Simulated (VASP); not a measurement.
Consider the following.

```
BaHfO3
1.0
    4.22618     0.00000     0.00000
    0.00000     4.22618     0.00000
    0.00000     0.00000     4.22618
Ba Hf O
1 1 3
Cartesian
  0.00000   0.00000   0.00000
  2.11309   2.11309   2.11309
  2.11309   0.00000   2.11309
  0.00000   2.11309   2.11309
  2.11309   2.11309   0.00000
```

Level of theory: revPBE GGA, VASP's PBE PAW potentials (set 64) (plane waves; VASP). Numerical set-up: 520 eV cut-off, 5×5×5 Γ-centred mesh, Gaussian smearing of 0.050 eV, potentials Ba_sv Hf_pv O.

Question: Estimate the energy per atom (σ→0).

Answer: 
```json
{
  "energy per atom (σ→0)": "-8362 meV/atom"
}
```

Total energies compare only between runs with the same potentials, cut-off and functional.

The compound is BaHfO3 in the cubic perovskite structure. It was relaxed first.
